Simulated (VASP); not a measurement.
An input for Quantum ESPRESSO's pw.x (written as the equivalent of a VASP run, and not itself run):

```
&CONTROL
  calculation = 'vc-relax'
  pseudo_dir = './pseudo'
  outdir = './out'
  tprnfor = .true.
  tstress = .true.
  nstep = 40
  forc_conv_thr = 0.00078
/
&SYSTEM
  ibrav = 0
  nat = 2
  ntyp = 2
  ecutwfc = 84
  occupations = 'smearing'
  smearing = 'methfessel-paxton'
  degauss = 0.00735
  input_dft = 'pbesol'
/
&ELECTRONS
  conv_thr = 7.3e-08
  electron_maxstep = 100
/
&IONS
/
&CELL
/
ATOMIC_SPECIES
  Ga 69.723 Ga.upf
  N 14.007 N.upf
CELL_PARAMETERS angstrom
     2.7039288   -0.0000000   -0.0000000
     0.0000000    2.7039288   -0.0000000
     0.0000000    0.0000000    2.7039288
ATOMIC_POSITIONS crystal
  Ga   0.0000000  0.0000000  0.0000000
  N    0.5000000  0.5000000  0.5000000
K_POINTS automatic
  13 13 13 0 0 0
```

### Question
Translate this input to VASP (INCAR, KPOINTS, POSCAR, choice of POTCAR).

### Answer
Several could match; the one computed here: 
File POSCAR:
```
GaN
1.0
  2.7039288430   0.0000000000   0.0000000000
  0.0000000000   2.7039288430   0.0000000000
  0.0000000000   0.0000000000   2.7039288430
Ga N
1 1
Cart
  0.0000000000   0.0000000000   0.0000000000
  1.3519644215   1.3519644215   1.3519644215
```

### INCAR
```
EDIFFG  =  -0.02   ! ionic stop
SIGMA  =  0.1   ! width (eV)
LASPH  =  .TRUE.
LREAL  =  .FALSE.   ! projection in real space or not
ISMEAR  =  1   ! Methfessel-Paxton
NSW  =  40
ISIF  =  3   ! ions, shape and volume
PREC  =  Accurate
LMAXMIX  =  4   ! l cut-off of mixed one-centre charges
EDIFF  =  1E-6   ! SCF stop (eV)
LCHARG  =  .FALSE.
LWAVE  =  .FALSE.
SYSTEM  =  GaN
ALGO  =  Normal   ! blocked Davidson
GGA  =  PS
IBRION  =  2   ! conjugate gradients
ENCUT  =  620
NELM  =  100   ! most electronic steps
```

KPOINTS:
```
kpoints
0
G
 13 13 13
0 0 0
```

POTCAR, in this order: Ga_d N (PBE.64 set). Program: vasp_std.

What does not carry over: the potentials are each code's own (VASP's PAW set, PseudoDojo norm-conserving files in pw.x), so ENCUT and ecutwfc are chosen apart and not converted; conv_thr bounds pw.x's estimated SCF error, while EDIFF bounds the energy change between steps; forc_conv_thr acts on force components and is met together with etot_conv_thr.

The structure was generated: GaN was put into the CsCl type type (Pm-3m), which need not be its known phase. It was relaxed first, which changed the volume by +25 %.
